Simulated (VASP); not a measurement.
Input:

```
CSi
1.0
    0.00000     2.16579     2.16579
    2.16579     0.00000     2.16579
    2.16579     2.16579     0.00000
Si C
1 1
Direct
  0.00000   0.00000   0.00000
  0.25000   0.25000   0.25000
```

These are LDA (Ceperley-Alder, Perdew-Zunger), VASP's LDA PAW potentials (set 64) (plane waves; VASP 6.6.1) values and carry that method's errors. Settings: 520 eV cut-off, 15×15×15 Γ-centred mesh, Gaussian smearing of 0.010 eV, potentials Si C.

Task: Give the electronic dielectric tensor ε∞ (DFPT, local fields included).

Result: 
```
6.94  0.00  0.00
0.00  6.94  0.00
0.00  0.00  6.94
```

Task: Give the Born effective charges.

Result: 
| atom | Z*xx | Z*yy | Z*zz | mean |
|---|---|---|---|---|
| Si1 | 2.71 | 2.71 | 2.71 | 2.71 |
| C2 | -2.71 | -2.71 | -2.71 | -2.71 |

Task: And the static tensor with the ions free?

Result: 
```
10.3  0.00  0.00
0.00  10.3  0.00
0.00  0.00  10.3
```

Task: Which frequencies do the optical Γ-point modes have (no LO-TO splitting)?

Result: 796 (×3) cm⁻¹.

The piezoelectric tensor e of the same run, ions relaxed (C/m²):

```
     xx    yy    zz     yz     xz     xy
-  ----  ----  ----  -----  -----  -----
x  0.00  0.00  0.00  -0.08   0.00   0.00
y  0.00  0.00  0.00   0.00  -0.08   0.00
z  0.00  0.00  0.00   0.00   0.00  -0.08
```

The compound is SiC in the zinc blende structure. It was relaxed first.
